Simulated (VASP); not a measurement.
Calculation: LDA (Ceperley-Alder, Perdew-Zunger), VASP's LDA PAW potentials (set 64) (plane waves; VASP).

The input files of a VASP run:

INCAR:
```
ALGO = Normal
EDIFF = 1E-6
ENCUT = 180
ISIF = 2
ISMEAR = 0
LASPH = .TRUE.
LCHARG = .FALSE.
LMAXMIX = 4
LREAL = Auto
LWAVE = .FALSE.
NELM = 100
PREC = Accurate
SIGMA = 0.01
SYSTEM = ZnS
```

POSCAR:
```
ZnS
1
    3.8582800000     0.0000000000     0.0000000000
   -1.9291400000     3.3413680000     0.0000000000
    0.0000000000     0.0000000000    25.2170320000
Zn S
8 8
Direct
  0.3333330000   0.6666670000   0.7499100000
  0.6666670000   0.3333330000   0.2499100000
  0.3333330000   0.6666670000   0.1247900000
  0.6666670000   0.3333330000   0.6247900000
  0.0000000000   0.0000000000   0.0000400000
  0.0000000000   0.0000000000   0.5000400000
  0.6666670000   0.3333330000   0.8753200000
  0.3333330000   0.6666670000   0.3753200000
  0.0000000000   0.0000000000   0.5937100000
  0.0000000000   0.0000000000   0.0937100000
  0.6666670000   0.3333330000   0.9689900000
  0.3333330000   0.6666670000   0.4689900000
  0.3333330000   0.6666670000   0.2185000000
  0.6666670000   0.3333330000   0.7185000000
  0.6666670000   0.3333330000   0.3439300000
  0.3333330000   0.6666670000   0.8439300000
```

### KPOINTS
```
kpoints
0
Gamma
3 3 3
```

POTCAR, in this order: Zn S (LDA.64 set). Program: vasp_std.

Output of the run:

**OSZICAR**
```
       N       E                     dE             d eps       ncg     rms          rms(c)
DAV:   1     0.598748138593E+03    0.59875E+03   -0.37655E+04  1032   0.803E+02
DAV:   2    -0.645509586800E+01   -0.60520E+03   -0.57288E+03  1120   0.236E+02
DAV:   3    -0.599100718124E+02   -0.53455E+02   -0.52960E+02  1164   0.698E+01
DAV:   4    -0.610631145961E+02   -0.11530E+01   -0.11489E+01  1136   0.107E+01
DAV:   5    -0.610822840644E+02   -0.19169E-01   -0.19158E-01  1160   0.126E+00    0.342E+01
DAV:   6    -0.531342144705E+02    0.79481E+01   -0.29411E+01  1140   0.614E+01    0.208E+01
DAV:   7    -0.541573417569E+02   -0.10231E+01   -0.17293E+01  1130   0.102E+01    0.907E+00
DAV:   8    -0.537698463171E+02    0.38750E+00   -0.20089E+00  1140   0.810E+00    0.192E+00
DAV:   9    -0.537590643865E+02    0.10782E-01   -0.24785E-01  1160   0.224E+00    0.122E+00
DAV:  10    -0.537583737312E+02    0.69066E-03   -0.72815E-03  1132   0.315E-01    0.117E+00
DAV:  11    -0.537591878177E+02   -0.81409E-03   -0.29880E-04  1136   0.221E-01    0.168E+00
DAV:  12    -0.537546644852E+02    0.45233E-02   -0.20964E-02  1236   0.733E-01    0.321E-01
DAV:  13    -0.537548666519E+02   -0.20217E-03   -0.25187E-03  1112   0.209E-01    0.223E-01
DAV:  14    -0.537548614312E+02    0.52207E-05   -0.98546E-05  1144   0.476E-02    0.162E-01
DAV:  15    -0.537548620539E+02   -0.62276E-06   -0.53718E-05  1232   0.882E-02    0.102E-01
DAV:  16    -0.537548525128E+02    0.95411E-05   -0.23723E-05  1144   0.491E-02    0.737E-02
DAV:  17    -0.537548511600E+02    0.13528E-05   -0.73391E-06  1144   0.139E-02    0.512E-02
DAV:  18    -0.537548510153E+02    0.14470E-06   -0.84278E-07   624   0.829E-03
   1 F= -.53754851E+02 E0= -.53754851E+02  d E =-.204844E-41
```

OUTCAR:
```
------------------------ aborting loop because EDIFF is reached ----------------------------------------
  FORCE on cell =-STRESS in cart. coord.  units (eV):
  Direction    XX          YY          ZZ          XY          YZ          ZX
  --------------------------------------------------------------------------------------
  Total     -167.1064750   -167.1064255   -170.3997127      0.0000000     -0.0000000      0.0000000
  in kB     -823.5535434   -823.5532995   -839.7836603      0.0000000     -0.0000000      0.0000000
  external PRESSURE =    -828.9635011 kB  Pullay stress =       0.0000000 kB
  volume of cell :      325.10
      direct lattice vectors                 reciprocal lattice vectors
     3.858280000  0.000000000  0.000000000     0.259182848  0.149639309  0.000000000
    -1.929140000  3.341368000  0.000000000     0.000000000  0.299278619  0.000000000
     0.000000000  0.000000000 25.217032000     0.000000000  0.000000000  0.039655737
  FREE ENERGIE OF THE ION-ELECTRON SYSTEM (eV)
  ---------------------------------------------------
  free  energy   TOTEN  =       -53.7548510153 eV

  energy  without entropy=      -53.7548510153  energy(sigma->0) =      -53.75485102
```
(Selected blocks of OUTCAR.)

OUTCAR:
```
 val. band max:        1.6075449809   @ k =   0.0000   0.0000   0.0000

 cond. band min:       3.3671522488   @ k =   0.0000   0.0000   0.0000


 Fermi energy:         1.7014629685

 k-point     1 :       0.0000    0.0000    0.0000
  band No.  band energies     occupation
      1     -11.2712      2.00000
      2     -11.1695      2.00000
      3     -11.1478      2.00000
      4     -10.8768      2.00000
      5     -10.8645      2.00000
      6     -10.5603      2.00000
      7     -10.5413      2.00000
      8     -10.4064      2.00000
      9      -5.9471      2.00000
     10      -5.8971      2.00000
     11      -5.8971      2.00000
     12      -5.8847      2.00000
     13      -5.8847      2.00000
     14      -5.8845      2.00000
     15      -5.8526      2.00000
     16      -5.8526      2.00000
     17      -5.8525      2.00000
     18      -5.8441      2.00000
     19      -5.8441      2.00000
     20      -5.8310      2.00000
     21      -5.8310      2.00000
     22      -5.8209      2.00000
     23      -5.8209      2.00000
     24      -5.8054      2.00000
     25      -5.8054      2.00000
     26      -5.8029      2.00000
     27      -5.8029      2.00000
     28      -5.8012      2.00000
     29      -5.7774      2.00000
     30      -5.6197      2.00000
     31      -5.5940      2.00000
     32      -5.5940      2.00000
     33      -5.5896      2.00000
     34      -5.5896      2.00000
     35      -5.5704      2.00000
     36      -5.5704      2.00000
     37      -5.5693      2.00000
     38      -5.5693      2.00000
     39      -5.5579      2.00000
     40      -5.5483      2.00000
     41      -5.5483      2.00000
     42      -5.5431      2.00000
     43      -5.5431      2.00000
     44      -5.5030      2.00000
     45      -5.5030      2.00000
     46      -5.4946      2.00000
     47      -5.4946      2.00000
     48      -5.3724      2.00000
     49      -3.5213      2.00000
     50      -2.8383      2.00000
     51      -2.8205      2.00000
...
```

At this cut-off the stress carries a Pulay error, which pulls relaxed volumes low.

The structure comes from a computed database's ZnS entry; how it stands against other phases isn't given here. The cell was not relaxed at this level. The k-mesh is coarse (spacing up to 0.63 per Å, 2π included), so the numbers may not be converged in it. The run is one of a series of settings (ENCUT = 180, GGA removed, KPOINTS 3×3×3 Γ-centred mesh, POTCAR Zn S (LDA.64 set) against the base run), some of them coarse on purpose.
